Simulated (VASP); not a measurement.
Consider the following.

```xyz
6
Lattice="4.9405 0.0000 0.0000 0.0000 4.9405 0.0000 0.0000 0.0000 2.6587" Properties=species:S:1:pos:R:3 pbc="T T T"
W      0.0000     0.0000     0.0000
W      2.4703     2.4703     1.3293
O      1.3844     1.3844     0.0000
O      3.8547     1.0858     1.3293
O      1.0858     3.8547     1.3293
O      3.5561     3.5561     0.0000
```

These are LDA (Ceperley-Alder, Perdew-Zunger), VASP's LDA PAW potentials (set 64) (plane waves; VASP) values and carry that method's errors. Settings: 520 eV cut-off, 7×7×13 Γ-centred mesh, tetrahedra with Blöchl corrections, potentials W_sv O.

The cores are frozen, which limits the accuracy of field gradients.

Problem. Give the principal components of the electric field gradient (V/Å²) and the asymmetry η at each nucleus.

Solution. 
```csv
atom,Vxx,Vyy,Vzz,η
W1,-75.3,-25.8,101.0,0.49
W2,-75.3,-25.8,101.0,0.49
O3,-20.3,-9.0,29.3,0.39
O4,-20.3,-9.0,29.3,0.39
O5,-20.3,-9.0,29.3,0.39
O6,-20.3,-9.0,29.3,0.39
```

The structure was generated: WO2 was put into the rutile type (P4_2/mnm), which need not be its known phase. It was relaxed first, which changed the volume by -12 %.
